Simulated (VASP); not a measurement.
Input for VASP

**KPOINTS**
```
Automatic
0
gamma
 11 11 11
```

POSCAR:
```
InBi
1
    0.0000000000     3.3596323240     3.3596323240
    3.3596323240     0.0000000000     3.3596323240
    3.3596323240     3.3596323240     0.0000000000
In Bi
1 1
Direct
  0.0000000000   0.0000000000   0.0000000000
  0.2500000000   0.2500000000   0.2500000000
```

### INCAR
```
# general
SYSTEM   =  InBi
PREC     =  Accurate
ENCUT    =  400
LREAL    =  .FALSE.   # projection in real space or not
LASPH    =  .TRUE.

# electronic loop
EDIFF    =  1E-7
NELM     =  100
ALGO     =  Normal
LMAXMIX  =  4   # l cut-off of mixed one-centre charges

# smearing
ISMEAR   =  -5

# functional
GGA      =  PS   # PBEsol

# ions
ISIF     =  2

# output
LWAVE    =  .FALSE.
LCHARG   =  .TRUE.
LORBIT   =  11
NEDOS    =  601
```

POTCAR, in this order: In_d Bi_d (PBE.64 set). Program: vasp_std.

Task: Write an equivalent input for Quantum ESPRESSO's pw.x.

Result: One equivalent input (not run):
```
&CONTROL
  calculation = 'scf'
  pseudo_dir = './pseudo'
  outdir = './out'
  tprnfor = .true.
  tstress = .true.
/
&SYSTEM
  ibrav = 0
  nat = 2
  ntyp = 2
  ecutwfc = 70
  occupations = 'tetrahedra'
  input_dft = 'pbesol'
/
&ELECTRONS
  conv_thr = 7.3e-09
  electron_maxstep = 100
/
ATOMIC_SPECIES
  In 114.818 In.upf
  Bi 208.980 Bi.upf
CELL_PARAMETERS angstrom
     0.0000000    3.3596323    3.3596323
     3.3596323    0.0000000    3.3596323
     3.3596323    3.3596323    0.0000000
ATOMIC_POSITIONS crystal
  In   0.0000000  0.0000000  0.0000000
  Bi   0.2500000  0.2500000  0.2500000
K_POINTS automatic
  11 11 11 0 0 0
```
Limits of the translation: the potentials are each code's own (VASP's PAW set, PseudoDojo norm-conserving files in pw.x), so ENCUT and ecutwfc are chosen apart and not converted; conv_thr bounds pw.x's estimated SCF error, while EDIFF bounds the energy change between steps.

The structure was generated: InBi was put into the zinc blende type (F-43m), which need not be its known phase. It was relaxed first.
